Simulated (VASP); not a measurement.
Output of a VASP run:

**OSZICAR**
```
       N       E                     dE             d eps       ncg     rms          rms(c)
DAV:   1    -0.116649899675E+03   -0.11665E+03   -0.68639E-03  2577   0.120E+00    0.177E-01
DAV:   2    -0.116651532164E+03   -0.16325E-02   -0.32478E-02  2513   0.299E+00    0.280E-01
DAV:   3    -0.116647298732E+03    0.42334E-02   -0.88088E-03  2491   0.139E+00    0.392E-02
DAV:   4    -0.116647322222E+03   -0.23490E-04   -0.71186E-04  2215   0.146E-01    0.112E-02
DAV:   5    -0.116647328341E+03   -0.61189E-05   -0.69469E-05  2315   0.510E-02    0.760E-03
DAV:   6    -0.116647328944E+03   -0.60289E-06   -0.15604E-05  2299   0.510E-02    0.564E-03
DAV:   7    -0.116647329515E+03   -0.57180E-06   -0.18743E-06  1371   0.115E-02
   1 F= -.11664733E+03 E0= -.11664638E+03  d E =-.286227E-02
```

OUTCAR:
```
------------------------ aborting loop because EDIFF is reached ----------------------------------------
  FORCE on cell =-STRESS in cart. coord.  units (eV):
  Direction    XX          YY          ZZ          XY          YZ          ZX
  --------------------------------------------------------------------------------------
  Total       -4.8335989     -4.8335989     -0.9821727      0.0000000      0.0000000      0.0000000
  in kB      -30.2408948    -30.2408948     -6.1448587      0.0000000      0.0000000      0.0000000
  external PRESSURE =     -22.2088828 kB  Pullay stress =       0.0000000 kB
  volume of cell :      256.09
      direct lattice vectors                 reciprocal lattice vectors
     3.037051575  0.000000000  0.000000000     0.329266717  0.000000000  0.000000000
     0.000000000  3.037051575  0.000000000     0.000000000  0.329266717  0.000000000
     0.000000000  0.000000000 27.764011683     0.000000000  0.000000000  0.036017850
 POSITION                                       TOTAL-FORCE (eV/Angst)
 -----------------------------------------------------------------------------------
      0.00000      1.51853      8.58179         0.000000     -0.000000      0.011339
      1.51853      0.00000     10.67787         0.000000     -0.000000      0.013618
      0.00000      1.51853     12.81061         0.000000     -0.000000      0.013828
      1.51853      0.00000     14.95340        -0.000000     -0.000000     -0.013828
      0.00000      1.51853     17.08614        -0.000000      0.000000     -0.013618
      1.51853      0.00000     19.18222        -0.000000     -0.000000     -0.011339
      0.00000      1.51853     10.64597         0.000000     -0.000000      0.013685
      1.51853      0.00000      8.46179        -0.000000     -0.000000      0.015013
      0.00000      1.51853     14.96971         0.000000     -0.000000     -0.020701
      1.51853      0.00000     12.79431         0.000000      0.000000      0.020701
      0.00000      1.51853     19.30223         0.000000      0.000000     -0.015013
      1.51853      0.00000     17.11804         0.000000     -0.000000     -0.013685
 -----------------------------------------------------------------------------------
    total drift:                                0.000000      0.000000      0.000000
  FREE ENERGIE OF THE ION-ELECTRON SYSTEM (eV)
  ---------------------------------------------------
  free  energy   TOTEN  =      -116.6473295155 eV

  energy  without entropy=     -116.6444672416  energy(sigma->0) =     -116.64637542

 total charge

# of ion       s       p       d       tot
------------------------------------------
    1        2.202   6.224   1.966  10.392
    2        2.207   6.263   1.986  10.456
    3        2.205   6.262   1.988  10.455
    4        2.205   6.262   1.988  10.455
    5        2.207   6.263   1.986  10.456
    6        2.202   6.224   1.966  10.392
    7        0.893   1.526   0.000   2.419
    8        0.900   1.429   0.000   2.329
    9        0.895   1.509   0.000   2.404
   10        0.895   1.509   0.000   2.404
   11        0.900   1.429   0.000   2.329
   12        0.893   1.526   0.000   2.419
--------------------------------------------------
tot         18.605  46.425  11.879  76.909
```
(Selected blocks of OUTCAR.)

File POSCAR:
```
TiC(100) slab
1
    3.0370515747     0.0000000000     0.0000000000
    0.0000000000     3.0370515747     0.0000000000
    0.0000000000     0.0000000000    27.7640116825
Ti C
6 6
Direct
  1.0000000000   0.5000000000   0.3090976558
  0.5000000000   0.0000000000   0.3845939457
  0.0000000000   0.5000000000   0.4614107402
  0.5000000000   1.0000000000   0.5385892598
  1.0000000000   0.5000000000   0.6154060543
  0.5000000000   0.0000000000   0.6909023442
  0.0000000000   0.5000000000   0.3834449244
  0.5000000000   0.0000000000   0.3047753485
  0.0000000000   0.5000000000   0.5391766095
  0.5000000000   0.0000000000   0.4608233905
  0.0000000000   0.5000000000   0.6952246515
  0.5000000000   0.0000000000   0.6165550756
```

**Question.** Reconstruct the remaining input files.

**Answer.** This is not unique; one that fits is the input of the run itself, PBEsol GGA, plane waves, VASP's PBE PAW potentials (set 64).

**INCAR**
```
SYSTEM = TiC(100) slab
PREC = Normal
ENCUT = 450
EDIFF = 1E-6
NELM = 100
ALGO = Normal
LREAL = .FALSE.
LASPH = .TRUE.
ISMEAR = 1
SIGMA = 0.1
GGA = PS
LMAXMIX = 4
LWAVE = .FALSE.
LCHARG = .FALSE.
NELMIN = 4
LDIPOL = .TRUE.
IDIPOL = 3
DIPOL = 0.5 0.5 0.5
LVHAR = .TRUE.
LORBIT = 11
```

File KPOINTS:
```
Regular mesh
0
Gamma
 9 9 1
0 0 0
```

POTCAR, in this order: Ti_sv C (PBE.64 set). Program: vasp_std. Read from the step before: WAVECAR.

At this cut-off the stress carries a Pulay error, which pulls relaxed volumes low.

The cell is a thin slab with vacuum, built from TiC (rock salt): (100) face.
